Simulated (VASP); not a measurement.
A convergence study with VASP on Sc (space group no. 194 when undisturbed): one setting is varied, all else stays as given below, so the limit is that of these other settings. One atom is moved off its site, so that forces are finite.

```
CELL_PARAMETERS angstrom
      1.65996    -2.87514     0.00000
      1.65996     2.87514     0.00000
      0.00000     0.00000     5.28581
ATOMIC_POSITIONS crystal
  Sc 0.33333 0.66667 0.25946
  Sc 0.66667 0.33333 0.75000
```

These are PBE GGA, VASP's PBE PAW potentials (set 64) (plane waves; VASP) values and carry that method's errors. The tightest run used: 300 eV cut-off, 22×22×12 Γ-centred mesh, Fermi-Dirac smearing of 0.10 eV, potentials Sc_sv.

```tsv
setting	E (eV/atom)	pressure (GPa)	largest force (eV/Å)	irreducible k-points
2×2×1 mesh	-6.5727	-8.76	0.199	2
2×2×2 mesh	-6.5239	-7.27	0.183	4
3×3×2 mesh	-6.1660	-1.78	0.178	6
4×4×2 mesh	-6.2582	-1.16	0.162	8
5×5×3 mesh	-6.2271	-1.12	0.172	12
6×6×4 mesh	-6.2474	-1.47	0.175	24
7×7×4 mesh	-6.2470	-1.46	0.171	28
```

**Question.** These are the cheaper rows. Estimate the results at 22×22×12 mesh, and how far the last row shown lies from them.

**Answer.** 
```json
[
 {"quantity": "E (eV/atom)", "tightest run": "-6.2439", "last row shown is off by": "-0.0031"},
 {"quantity": "pressure (GPa)", "tightest run": "-1.39", "last row shown is off by": "-0.07"},
 {"quantity": "largest force (eV/Å)", "tightest run": "0.172", "last row shown is off by": "-0.002"}
]
```

Left out are rungs that failed or repeat a setting and relaxations that didn't move; long series are thinned to 24 rows.

The structure is a typed Sc crystal (space group no. 194). The cell was not relaxed at this level, it is distorted from the ideal structure.
